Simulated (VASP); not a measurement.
Input:

```
CELL_PARAMETERS angstrom
      6.23204     0.00000     0.00000
      0.00000     6.23204     0.00000
      0.00000     0.00000     6.23204
ATOMIC_POSITIONS crystal
  Cs 0.00000 0.00000 0.00000
  Sn 0.50000 0.50000 0.50000
  I  0.50000 0.00000 0.50000
  I  0.00000 0.50000 0.50000
  I  0.50000 0.50000 0.00000
```

The numbers are results of PBE GGA with D3 dispersion (zero damping), VASP's PBE PAW potentials (set 64) (plane waves; VASP 6.6.1), not measurements. Run with 520 eV cut-off, Gaussian smearing of 0.050 eV, potentials Cs_sv Sn_d I.

Unless said otherwise, spin-orbit coupling is left out, though it shifts the bands of the heavy elements here.

Problem. Give the energies of bands 13 to 25 at the high-symmetry points, in eV from the valence-band maximum.

Solution. 
```
band      Γ      X      M      R
----  -----  -----  -----  -----
13    -6.22  -7.07  -7.77  -8.42
14    -4.62  -4.50  -4.35  -3.20
15    -4.62  -4.50  -3.36  -3.20
16    -4.62  -3.00  -2.65  -3.20
17    -2.27  -2.51  -2.65  -2.46
18    -2.27  -2.51  -2.57  -2.46
19    -2.27  -2.43  -2.57  -1.69
20    -2.12  -2.23  -2.47  -1.69
21    -2.12  -2.23  -1.70  -1.69
22    -2.12  -1.54  -0.76   0.00
23     2.23   1.12   0.80   0.36
24     3.17   3.75   0.80   0.36
25     3.17   3.96   3.97   0.36
```

The gap is direct, 0.36 eV, from the valence maximum at R to the conduction minimum at R.

The compound is CsSnI3 in the cubic perovskite structure, the ideal cubic form; the compound distorts at low or room temperature. It was relaxed first.
